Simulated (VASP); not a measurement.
# RbMnH4Cl3O2 (P1) in VASP: further runs, part 2 of 2

VASP 6.6.1.

## 3. Single point, LDA, collinear spin, typed start

INCAR

```
SYSTEM = RbMnH4Cl3O2
PREC = Accurate ; ENCUT = 520
EDIFF = 1E-6 ; ISMEAR = -1
SIGMA = 0.05 ; LREAL = Auto
LASPH = .TRUE. ; NELM = 150
ALGO = Fast ; ISIF = 2
LWAVE = .FALSE. ; LCHARG = .FALSE.
ISPIN = 2 ; MAGMOM = 0 0 3.5 3.5 0 0 0 0 0 0 0 0 0 0 0 0 0 0 0 0 0 0
LORBIT = 11 ; LMAXMIX = 4
NBANDS = 80
```

KPOINTS

```
Automatic mesh
0
G
  2 1 1
  0 0 0
```

POSCAR

```
RbMnH4Cl3O2
1.0
    6.6351890000      0.0000000000      0.0000000000
   -2.7525230000      6.7783680000      0.0000000000
   -2.7180150000     -1.3175380000      8.4641610000
Rb Mn H Cl O
2 2 8 6 4
Direct
    0.2751784065      0.9488662317      0.2345772960
    0.7045682818      0.0439398515      0.7839170356
    1.0469232080      0.3388795250      0.3057597794
    0.0019314986      0.6609786748      0.6998330963
    0.4958382875      0.6407348387      0.4626329769
    0.5000942248      0.3535081411      0.4758179813
    0.6782634755      0.6599433061      0.3776275050
    0.3358025733      0.1703064889      0.5539119589
    0.7560662271      0.5135699810      0.0819455112
    0.1696675633      0.4301696774      0.7478709349
    1.0071350081      0.5733696321      0.1313892777
    0.1888519235      0.4622281199      0.9244153083
    0.2029167737      0.7189174555      0.4844543954
    0.7694119449      0.2803306547      0.5113206141
    0.7568617150      1.0237974994      0.2102984572
    0.1459083163     -0.0079740474      0.7834680838
    0.3045490429      0.4748761001      0.1502688808
    0.7321591474      0.5221544849      0.8254450736
    0.6754673648      0.6716099186      0.4930553660
    0.3392853932      0.2555685246      0.4737149967
    0.8845646491      0.5662661025      0.1696801372
    0.2282714332      0.5310435487      0.8379330214
```

Potentials or basis: VASP PAW LDA potentials, release 64 (Rb_sv, Mn_pv, H, Cl, O).

Launch:

```sh
> cat potpaw_LDA.64/Rb_sv/POTCAR potpaw_LDA.64/Mn_pv/POTCAR potpaw_LDA.64/H/POTCAR potpaw_LDA.64/Cl/POTCAR potpaw_LDA.64/O/POTCAR > POTCAR
> mpirun -np 1 vasp_std > vasp.out
```

OUTCAR:

```text
SYSTEM = RbMnH4Cl3O2
   PREC = Accurate
   ENCUT = 520
   EDIFF = 1E-6
   ISMEAR = -1
   LREAL = Auto
   LASPH = .TRUE.
   NELM = 150
   ISIF = 2
   ISPIN = 2
   LORBIT = 11

 ion  position               nearest neighbor table
   1  0.275  0.949  0.235-  11 2.60  13 2.88  20 2.89  21 2.91   8 3.10  15 3.11   6 3.18  14 3.41
                            17 3.62  15 3.63   3 3.82  17 3.88  16 3.93   3 4.27   2 4.78   2 4.90
   2  0.705  0.044  0.784-  14 3.07  16 3.09   8 3.14  18 3.44  13 3.51  16 3.58  19 3.64  15 3.75
                            22 3.82  20 3.87  18 3.91   4 4.16   4 4.25   4 4.38   1 4.78   1 4.90
   3  0.047  0.339  0.306-  15 2.31  20 2.36  21 2.46  17 2.47  13 2.83  14 2.91   1 3.82   1 4.27

   4  0.002  0.661  0.700-  22 2.17  16 2.26  18 2.33  19 2.42  13 2.62  14 2.83   2 4.16   2 4.25
                             2 4.38
   5  0.496  0.641  0.463-  19 1.07
   6  0.500  0.354  0.476-  20 1.03   1 3.18
   7  0.678  0.660  0.378-  19 1.05
   8  0.336  0.170  0.554-  20 0.96   1 3.10   2 3.14
   9  0.756  0.514  0.082-  21 0.91
  10  0.170  0.430  0.748-  22 0.96
  11  0.007  0.573  0.131-  21 0.96   1 2.60
  12  0.189  0.462  0.924-  22 0.98
  13  0.203  0.719  0.484-   4 2.62   3 2.83   1 2.88   2 3.51
  14  0.769  0.280  0.511-   4 2.83   3 2.91   2 3.07   1 3.41
  15  0.757  0.024  0.210-   3 2.31   1 3.11   1 3.63   2 3.75
  16  0.146  0.992  0.783-   4 2.26   2 3.09   2 3.58   1 3.93
  17  0.305  0.475  0.150-   3 2.47   1 3.62   1 3.88
  18  0.732  0.522  0.825-   4 2.33   2 3.44   2 3.91
  19  0.675  0.672  0.493-   7 1.05   5 1.07   4 2.42   2 3.64
  20  0.339  0.256  0.474-   8 0.96   6 1.03   3 2.36   1 2.89   2 3.87
  21  0.885  0.566  0.170-   9 0.91  11 0.96   3 2.46   1 2.91
  22  0.228  0.531  0.838-  10 0.96  12 0.98   4 2.17   2 3.82

  LATTYP: Found a triclinic cell.
 ALAT       =     7.3159179608
 B/A-ratio  =     1.6009858898
 C/A-ratio  =     0.9069523518
 COS(alpha) =     0.0029462084
 COS(beta)  =     0.3762375432
 COS(gamma) =     0.6415292942

  Lattice vectors:

 A1 = (  -2.7525230000,   6.7783680000,   0.0000000000)
 A2 = (  -0.0345080000,   8.0959060000,  -8.4641610000)
[... 368 lines left out ...]

 spin component 2

 k-point     1 :       0.0000    0.0000    0.0000
  band No.  band energies     occupation
      1     -44.7310      1.00000
      2     -44.6862      1.00000
      3     -44.6790      1.00000
      4     -43.9436      1.00000
      5     -43.9021      1.00000
      6     -43.8831      1.00000
[... 137 lines left out ...]
     70       6.3712      0.00000
     71       6.4948      0.00000
 [bands above 71 left out]

------------------------ aborting loop because EDIFF is reached ----------------------------------------

  FORCE on cell =-STRESS in cart. coord.  units (eV):
  Direction    XX          YY          ZZ          XY          YZ          ZX
  --------------------------------------------------------------------------------------
  -------------------------------------------------------------------------------------
  Total       -4.4782730     -1.8862036      1.2104767     -1.6805187      1.1747179      0.7488265
  in kB      -18.8477186     -7.9384697      5.0945363     -7.0728030      4.9440383      3.1515878
  external PRESSURE =      -7.2305507 kB  Pullay stress =       0.0000000 kB

 VOLUME and BASIS-vectors are now :
 -----------------------------------------------------------------------------
  energy-cutoff  :      520.00
  volume of cell :      380.68
      direct lattice vectors                 reciprocal lattice vectors
     6.635189000  0.000000000  0.000000000     0.150711607  0.061200154  0.057923040
    -2.752523000  6.778368000  0.000000000     0.000000000  0.147528137  0.022964346
    -2.718015000 -1.317538000  8.464161000     0.000000000  0.000000000  0.118145201

 POSITION                                       TOTAL-FORCE (eV/Angst)
 -----------------------------------------------------------------------------------
     -1.42350      6.12270      1.98550        -0.006628      0.584958     -0.349063
      2.42330     -0.73500      6.63520        -0.242173     -0.281965      0.031955
     -1.45249      1.89420      2.58800        -0.381335     -0.116864      0.792414
     -3.70870      3.55830      5.92350        -0.409604     -0.490968     -0.682400
      0.26890      3.73360      3.91580         2.036499      0.599116      1.232283
      1.05190      1.76930      4.02740        -0.589113     -1.133883      0.714015
[... 14 lines left out ...]
      3.84940      3.61480      1.43620         1.416094      0.400226      4.380268
     -2.22460      2.49560      7.09240        -0.290433      1.276369     -0.530470
 -----------------------------------------------------------------------------------
    total drift:                               -0.000009      0.002812      0.001727

  FREE ENERGIE OF THE ION-ELECTRON SYSTEM (eV)
  ---------------------------------------------------
  free  energy   TOTEN  =      -108.2123765581 eV

  energy  without entropy=     -108.2123666664  energy(sigma->0) =     -108.21237161

 total charge

# of ion       s       p       d       tot
------------------------------------------
    1        1.939   5.341   0.031   7.311
    2        1.936   5.341   0.021   7.297
    3        0.195   6.139   4.927  11.262
    4        0.215   6.185   4.972  11.371
    5        0.505   0.078   0.000   0.582
    6        0.519   0.103   0.000   0.621
[... 14 lines left out ...]
   21        1.564   3.684   0.000   5.248
   22        1.555   3.648   0.000   5.203
--------------------------------------------------
tot         24.680  59.646   9.951  94.276

 magnetization (x)

# of ion       s       p       d       tot
------------------------------------------
    1        0.000   0.001   0.001   0.003
    2        0.000   0.001   0.001   0.002
    3        0.026   0.022   4.347   4.396
    4        0.022   0.028   4.298   4.347
    5        0.003   0.000   0.000   0.003
    6        0.000   0.000   0.000   0.001
[... 14 lines left out ...]
   21        0.003   0.025   0.000   0.028
   22        0.004   0.038   0.000   0.042
--------------------------------------------------
tot          0.092   0.482   8.647   9.221
```

stdout:

```text
POSCAR found type information on POSCAR RbMnH ClO
 POSCAR found :  5 types and      22 ions
 scaLAPACK will be used
 LDA part: xc-table for (Slater(with rela. corr.)+CA(PZ))
 , standard interpolation
 POSCAR, INCAR and KPOINTS ok, starting setup
 FFT: planning ... GRIDC
 FFT: planning ... GRID_SOFT
 FFT: planning ... GRID
 WAVECAR not read
 entering main loop
WARNING in EDDRMM: call to ZHEGV failed, returncode =   6  3     52
WARNING in EDDRMM: call to ZHEGV failed, returncode =   8  4     61
WARNING in EDDRMM: call to ZHEGV failed, returncode =   6  3     47
WARNING in EDDRMM: call to ZHEGV failed, returncode =   6  3     60
WARNING in EDDRMM: call to ZHEGV failed, returncode =   6  3     50
```

Run time: 3.1 min. Hardware: 1 thread of Intel Xeon 6975P-C (Granite Rapids), shared host; peak memory 0.45 GiB.

What came out:

- Free energy: -108.2124 eV
- Pressure: -0.7 GPa
- Largest force: 4.621 eV/Å
- Band gap on the k mesh: 1.15 eV, direct
- Net moment: 10.00 μB per cell
- Site moments: Rb +0.00; Mn +4.40, +4.35; H +0.00; Cl +0.04, +0.05, +0.07, +0.06; O +0.02, +0.03, +0.04 μB
- Valence electrons inside the program's atomic spheres: Rb 7.31, 7.30; Mn 11.26, 11.37; H 0.58, 0.62, 0.61, 0.73, 0.86, 0.76, 0.77, 0.72; Cl 5.11, 5.12, 5.13; O 5.06, 5.17, 5.25, 5.20

Forces in eV/Å, atoms in the order of the input:
```
Rb  -0.007  0.585 -0.349
Rb  -0.242 -0.282  0.032
Mn  -0.381 -0.117  0.792
Mn  -0.410 -0.491 -0.682
H    2.036  0.599  1.232
H   -0.589 -1.134  0.714
H   -0.358  0.017  2.068
H    0.073 -0.204  0.793
H   -2.403 -1.078 -3.793
H    0.654 -1.010 -1.061
H    1.267  0.143 -0.765
H   -0.072 -0.023  0.591
Cl   0.210 -0.842  0.768
Cl   1.462  0.543  0.130
Cl   0.648  0.379 -0.309
Cl   0.261  0.495  0.199
Cl  -0.627 -0.500  0.870
Cl  -0.010 -0.072  0.039
O   -1.540 -0.413 -3.019
O   -1.098  1.726 -2.100
O    1.416  0.400  4.380
O   -0.290  1.276 -0.530
```

Stress tensor (GPa, compression positive):
```
-1.88 -0.71  0.32
-0.71 -0.79  0.49
 0.32  0.49  0.51
```

Levels at points of the mesh, in eV from the valence-band top:
Spin up:
```csv
k point,band 62,band 63,band 64,band 65,band 66,band 67
"(0.00, 0.00, 0.00)",-1.07,-0.44,0.00,1.98,3.78,4.16
"(0.50, 0.00, 0.00)",-1.11,-0.48,-0.18,3.37,3.99,4.19
```
Spin down:
| k point | band 50 | band 51 | band 52 | band 53 | band 54 | band 55 | band 56 | band 57 | band 58 | band 59 |
| --- | --- | --- | --- | --- | --- | --- | --- | --- | --- | --- |
| (0.00, 0.00, 0.00) | -2.41 | -2.29 | -2.19 | -2.09 | -1.78 | 1.15 | 1.21 | 1.28 | 1.74 | 1.85 |
| (0.50, 0.00, 0.00) | -2.55 | -2.43 | -2.29 | -2.22 | -1.81 | 1.18 | 1.25 | 1.27 | 1.71 | 1.84 |

Caveat: the k mesh is coarse (spacing up to 0.94 Å⁻¹), so the values aren't converged; an odd mesh through Γ misses points on the zone boundary, where band edges often lie; forces of over 1 eV/Å show positions far from the minimum, so gaps and moduli don't describe the material at rest.

## 4. Single point, LDA, collinear spin, typed start

INCAR

```
  PREC = Accurate
  ENCUT = 520
  EDIFF = 1E-6
  ISMEAR = -1
  SIGMA = 0.05
  LREAL = Auto
  LASPH = True
  NELM = 150
  ALGO = Normal
  ISIF = 2
  LWAVE = False
  LCHARG = True
  ISPIN = 2
  MAGMOM = 0 0 3.5 3.5 0 0 0 0 0 0 0 0 0 0 0 0 0 0 0 0 0 0
  LORBIT = 11
  LMAXMIX = 4
  LELF = True
  LVHAR = True
  NBANDS = 80
```

KPOINTS

```
Automatic mesh
0
Gamma
  2 1 1
```

POSCAR

```
RbMnH4Cl3O2
1.0
    6.6351890000      0.0000000000      0.0000000000
   -2.7525230000      6.7783680000      0.0000000000
   -2.7180150000     -1.3175380000      8.4641610000
Rb Mn H Cl O
2 2 8 6 4
Direct
    0.2600178304      0.9568320576      0.2392794750
    0.6940547927      0.0221308096      0.7854883668
    1.0580570765      0.3627619666      0.3102256680
   -0.0435266738      0.6320575063      0.6667878836
    0.4887313762      0.6082534797      0.3708932285
    0.5049951997      0.3074657327      0.4943431487
    0.7113022721      0.8155727698      0.4055688449
    0.2448141868      0.2003363760      0.5118286384
    0.7610080333      0.5905222251      0.1537541642
    0.2735776162      0.4432464573      0.7694560630
    0.9573152325      0.5633081226      0.0907827722
    0.3180009922      0.6052668664      0.9023812283
    0.2218401934      0.7263643105      0.5315707015
    0.8073607284      0.2972849690      0.4942604471
    0.8160477629      1.0412137568      0.2183087018
    0.1431779765     -0.0139901279      0.7943374423
    0.2941616117      0.4464637167      0.1594605774
    0.7412012472      0.5177641392      0.8411111273
    0.6497168300      0.6948782897      0.4599038227
    0.3404367516      0.2505754469      0.4432453494
    0.9272584499      0.6021437732      0.1906981684
    0.2090158200      0.5406767608      0.7851811893
```

Potentials or basis: VASP PAW LDA potentials, release 64 (Rb_sv, Mn_pv, H, Cl, O).

Launch:

```sh
> cat potpaw_LDA.64/Rb_sv/POTCAR potpaw_LDA.64/Mn_pv/POTCAR potpaw_LDA.64/H/POTCAR potpaw_LDA.64/Cl/POTCAR potpaw_LDA.64/O/POTCAR > POTCAR
> mpirun -np 1 vasp_std > vasp.out
```

OUTCAR:

```text
PREC = Accurate
   ENCUT = 520
   EDIFF = 1E-6
   ISMEAR = -1
   LREAL = Auto
   LASPH = True
   NELM = 150
   ISIF = 2
   ISPIN = 2
   LORBIT = 11

 ion  position               nearest neighbor table
   1  0.260  0.957  0.239-  20 2.58  21 2.62  11 2.82   6 2.97   8 3.05  13 3.18  15 3.18   9 3.23
                            14 3.54  15 3.57  17 3.61   3 3.80  16 3.86  19 3.88  17 3.89   3 4.17
   2  0.694  0.022  0.785-  16 3.07  13 3.17  14 3.43  18 3.53  16 3.59  19 3.61  15 3.71  22 3.77
                            18 3.85   4 4.13   4 4.41   4 4.42   1 4.79   1 4.81   1 5.60
   3  0.058  0.363  0.310-  15 2.25  17 2.29  20 2.34  21 2.37  14 2.61  13 2.92   1 3.80   1 4.17

   4  0.956  0.632  0.667-  22 2.05  13 2.34  18 2.39  16 2.48  19 2.50  14 2.54   2 4.13   2 4.41
                             2 4.42
   5  0.489  0.608  0.371-  19 1.06
   6  0.505  0.307  0.494-  20 0.96   1 2.97
   7  0.711  0.816  0.406-  19 1.03
   8  0.245  0.200  0.512-  20 0.99   1 3.05
   9  0.761  0.591  0.154-  21 1.02   1 3.23
  10  0.274  0.443  0.769-  22 0.99
  11  0.957  0.563  0.091-  21 1.03   1 2.82
  12  0.318  0.605  0.902-  22 1.06
  13  0.222  0.726  0.532-   4 2.34   3 2.92   2 3.17   1 3.18
  14  0.807  0.297  0.494-   4 2.54   3 2.61   2 3.43   1 3.54
  15  0.816  0.041  0.218-   3 2.25   1 3.18   1 3.57   2 3.71
  16  0.143  0.986  0.794-   4 2.48   2 3.07   2 3.59   1 3.86
  17  0.294  0.446  0.159-   3 2.29   1 3.61   1 3.89
  18  0.741  0.518  0.841-   4 2.39   2 3.53   2 3.85
  19  0.650  0.695  0.460-   7 1.03   5 1.06   4 2.50   2 3.61   1 3.88
  20  0.340  0.251  0.443-   6 0.96   8 0.99   3 2.34   1 2.58
  21  0.927  0.602  0.191-   9 1.02  11 1.03   3 2.37   1 2.62
  22  0.209  0.541  0.785-  10 0.99  12 1.06   4 2.05   2 3.77

  LATTYP: Found a triclinic cell.
 ALAT       =     7.3159179608
 B/A-ratio  =     1.6009858898
 C/A-ratio  =     0.9069523518
 COS(alpha) =     0.0029462084
 COS(beta)  =     0.3762375432
 COS(gamma) =     0.6415292942

  Lattice vectors:

 A1 = (  -2.7525230000,   6.7783680000,   0.0000000000)
 A2 = (  -0.0345080000,   8.0959060000,  -8.4641610000)
 A3 = (  -6.6351890000,   0.0000000000,   0.0000000000)

[... 366 lines left out ...]
 spin component 2

 k-point     1 :       0.0000    0.0000    0.0000
  band No.  band energies     occupation
      1     -44.5769      1.00000
      2     -44.5055      1.00000
      3     -44.4589      1.00000
      4     -43.7897      1.00000
      5     -43.7276      1.00000
      6     -43.7230      1.00000
[... 137 lines left out ...]
     70       6.3254      0.00000
     71       6.6300      0.00000
 [bands above 71 left out]

------------------------ aborting loop because EDIFF is reached ----------------------------------------

  FORCE on cell =-STRESS in cart. coord.  units (eV):
  Direction    XX          YY          ZZ          XY          YZ          ZX
  --------------------------------------------------------------------------------------
  -------------------------------------------------------------------------------------
  Total       -5.1015367     -1.2537319     -2.5899516      0.2947529      0.5534770     -0.4590490
  in kB      -21.4708502     -5.2765845    -10.9003359      1.2405271      2.3294200     -1.9320008
  external PRESSURE =     -12.5492568 kB  Pullay stress =       0.0000000 kB

 VOLUME and BASIS-vectors are now :
 -----------------------------------------------------------------------------
  energy-cutoff  :      520.00
  volume of cell :      380.68
      direct lattice vectors                 reciprocal lattice vectors
     6.635189000  0.000000000  0.000000000     0.150711607  0.061200154  0.057923040
    -2.752523000  6.778368000  0.000000000     0.000000000  0.147528137  0.022964346
    -2.718015000 -1.317538000  8.464161000     0.000000000  0.000000000  0.118145201

 POSITION                                       TOTAL-FORCE (eV/Angst)
 -----------------------------------------------------------------------------------
     -1.55880      6.17050      2.02530         0.555250      0.107500     -0.347683
      2.40930     -0.88490      6.64850        -0.165284      0.054939     -0.117032
     -1.45649      2.05020      2.62580        -0.736102      0.844420      0.726838
      2.79429      3.40580      5.64380        -0.573156      0.426621     -0.390367
      0.56050      3.63430      3.13930         1.480885      0.741391      1.531176
      1.16080      1.43280      4.18420         1.240951      0.559849      1.059060
[... 14 lines left out ...]
      3.97680      3.83030      1.61410        -0.102849     -1.037487     -1.219593
     -2.23550      2.63040      6.64590         1.434195      0.013522      3.935285
 -----------------------------------------------------------------------------------
    total drift:                               -0.001480     -0.009874      0.003672

  FREE ENERGIE OF THE ION-ELECTRON SYSTEM (eV)
  ---------------------------------------------------
  free  energy   TOTEN  =      -108.5216427423 eV

  energy  without entropy=     -108.5214662728  energy(sigma->0) =     -108.52155451

 total charge

# of ion       s       p       d       tot
------------------------------------------
    1        1.941   5.343   0.035   7.319
    2        1.935   5.341   0.020   7.295
    3        0.214   6.177   4.971  11.362
    4        0.214   6.190   4.964  11.368
    5        0.511   0.086   0.000   0.597
    6        0.598   0.147   0.000   0.744
[... 14 lines left out ...]
   21        1.550   3.571   0.000   5.121
   22        1.550   3.594   0.000   5.144
--------------------------------------------------
tot         24.440  59.409   9.989  93.838

 magnetization (x)

# of ion       s       p       d       tot
------------------------------------------
    1        0.000   0.001   0.001   0.002
    2        0.000   0.001   0.001   0.002
    3        0.026   0.026   4.285   4.337
    4        0.022   0.022   4.309   4.354
    5        0.002   0.000   0.000   0.002
    6        0.002   0.001   0.000   0.003
[... 14 lines left out ...]
   21        0.004   0.027   0.000   0.031
   22        0.012   0.021   0.000   0.033
--------------------------------------------------
tot          0.115   0.474   8.596   9.185
```

It took 2.8 min on 1 thread of Intel Xeon 6975P-C (Granite Rapids), shared host; peak memory 0.45 GiB.

Results:

| Quantity | Value |
| --- | --- |
| Free energy | -108.5216 eV |
| Pressure | -1.3 GPa |
| Largest force | 4.189 eV/Å |
| Band gap on the k mesh | 0.80 eV, direct |
| Net moment | 10.00 μB per cell |
| Site moments | Rb +0.00; Mn +4.34, +4.35; H +0.00, +0.01; Cl +0.06, +0.07, +0.05, +0.04; O +0.02, +0.03 μB |
| Valence electrons inside the program's atomic spheres | Rb 7.32, 7.29; Mn 11.36, 11.37; H 0.60, 0.74, 0.64, 0.68, 0.69, 0.63, 0.59; Cl 5.13, 5.12, 5.11; O 5.08, 5.21, 5.12, 5.14 |

Forces on the atoms (eV/Å):
```
Rb   0.555  0.107 -0.348
Rb  -0.165  0.055 -0.117
Mn  -0.736  0.844  0.727
Mn  -0.573  0.427 -0.390
H    1.481  0.741  1.531
H    1.241  0.560  1.059
H   -0.079 -1.249  0.763
H    0.940  0.030  0.390
H    1.431 -0.165  0.395
H   -0.132 -0.009 -0.516
H   -1.314  0.188  0.559
H   -0.951 -0.683 -2.138
Cl   0.544  0.340 -1.078
Cl   0.230  0.077  0.154
Cl  -0.080 -0.668 -0.499
Cl   0.031 -0.171  0.018
Cl   0.011  0.409 -0.591
Cl  -0.015 -0.050 -0.257
O   -0.546  0.747 -1.690
O   -3.204 -0.505 -0.686
O   -0.103 -1.037 -1.220
O    1.434  0.014  3.935
```

Levels at points of the mesh, in eV from the valence-band top:
Spin up:
| k point | band 61 | band 62 | band 63 | band 64 | band 65 | band 66 | band 67 | band 68 |
| --- | --- | --- | --- | --- | --- | --- | --- | --- |
| (0.00, 0.00, 0.00) | -1.50 | -0.99 | -0.68 | 0.00 | 1.44 | 3.27 | 3.60 | 3.87 |
| (0.50, 0.00, 0.00) | -1.51 | -1.15 | -0.75 | -0.15 | 2.91 | 3.17 | 3.93 | 4.08 |
Spin down:
| k point | band 50 | band 51 | band 52 | band 53 | band 54 | band 55 | band 56 | band 57 | band 58 | band 59 |
| --- | --- | --- | --- | --- | --- | --- | --- | --- | --- | --- |
| (0.00, 0.00, 0.00) | -2.71 | -2.56 | -2.47 | -2.24 | -2.17 | 0.80 | 0.96 | 1.04 | 1.51 | 1.54 |
| (0.50, 0.00, 0.00) | -2.80 | -2.78 | -2.55 | -2.29 | -2.22 | 0.88 | 0.97 | 1.02 | 1.50 | 1.57 |

Caveat: the k mesh is coarse (spacing up to 0.94 Å⁻¹), so the values aren't converged; an odd mesh through Γ misses points on the zone boundary, where band edges often lie; forces of over 1 eV/Å show positions far from the minimum, so gaps and moduli don't describe the material at rest. A hybrid or GW would open this gap; LDA tends to underestimate it.
